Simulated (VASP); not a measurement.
A cell of NiSi₂ (fluorite) near equilibrium:

```yaml
crystal:
  lattice:
    - [0.00000, 2.72557, 2.72557]
    - [2.72557, 0.00000, 2.72557]
    - [2.72557, 2.72557, 0.00000]
  atoms:
    - { symbol: Si, position: [0.25000, 0.25000, 0.25000] }
    - { symbol: Si, position: [0.75000, 0.75000, 0.75000] }
    - { symbol: Ni, position: [0.00000, 0.00000, 0.00000] }
```

Level of theory: PBE GGA, VASP's PBE PAW potentials (set 64) (plane waves; VASP 6.6.1).

| run | ΔE (meV/atom) | σxx | σyy | σzz | largest shear component, with its sign (GPa) | largest force (eV/Å) |
|---|---|---|---|---|---|---|
| as it is | 0.0 | -0.63 | -0.63 | -0.63 | 0.00 | 0.000 |
| after one change | 21.0 | 9.64 | 9.64 | 9.64 | 0.00 | 0.000 |
Stress is in GPa, positive when the cell is compressed.

### Question
Which change was made?
(A) atom 1 (Si) moved by 0.150 Å along x
(B) isotropic strain of -2.0 %
(C) atom 1 (Si) moved by 0.150 Å along z
(D) uniaxial strain of +0.5 % along x

### Answer
B, isotropic strain of -2.0 %

The compound is NiSi2 in the fluorite structure. The run is not spin-polarised, so no magnetic state was tried.
